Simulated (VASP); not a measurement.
VASP ran on this input.

KPOINTS:
```
Automatic mesh
0
gamma
5 5 5
```

File POSCAR:
```
NaI
1.0
  0.0000000000   3.2350000000   3.2350000000
  3.2350000000   0.0000000000   3.2350000000
  3.2350000000   3.2350000000   0.0000000000
Na I
1 1
Cartesian
  0.0008184550  -0.0338833900  -0.0240975150
  3.2341815450   3.2688833900   3.2590975150
```

**INCAR**
```
# general
SYSTEM  = NaI
PREC    = Accurate
ENCUT   = 300
LREAL   = .False.
LASPH   = .True.

# electronic loop
EDIFF   = 1E-6
NELM    = 100
ALGO    = Normal
LMAXMIX = 4

# smearing
ISMEAR  = -1
SIGMA   = 0.05

# functional
GGA     = PE

# ions
ISIF    = 2

# output
LWAVE   = .False.
LCHARG  = .False.
```

POTCAR, in this order: Na_pv I (PBE.64 set). Program: vasp_std.

Question: Translate this PBE calculation to Quantum ESPRESSO's pw.x.

Answer: One equivalent input (not run):
```
&CONTROL
  calculation = 'scf'
  pseudo_dir = './pseudo'
  outdir = './out'
  tprnfor = .true.
  tstress = .true.
/
&SYSTEM
  ibrav = 0
  nat = 2
  ntyp = 2
  ecutwfc = 88
  occupations = 'smearing'
  smearing = 'fermi-dirac'
  degauss = 0.003675
  input_dft = 'pbe'
/
&ELECTRONS
  conv_thr = 7.3e-08
  electron_maxstep = 100
/
ATOMIC_SPECIES
  Na 22.990 Na.upf
  I 126.904 I.upf
CELL_PARAMETERS angstrom
     0.0000000    3.2350000    3.2350000
     3.2350000    0.0000000    3.2350000
     3.2350000    3.2350000    0.0000000
ATOMIC_POSITIONS crystal
  Na  -0.0090880  0.0016390 -0.0013860
  I    0.5090880  0.4983610  0.5013860
K_POINTS automatic
  5 5 5 0 0 0
```
Limits of the translation: the potentials are each code's own (VASP's PAW set, PseudoDojo norm-conserving files in pw.x), so ENCUT and ecutwfc are chosen apart and not converted; conv_thr bounds pw.x's estimated SCF error, while EDIFF bounds the energy change between steps.

The structure is a typed NaI crystal. The cell was not relaxed at this level, atoms are displaced from their ideal sites.
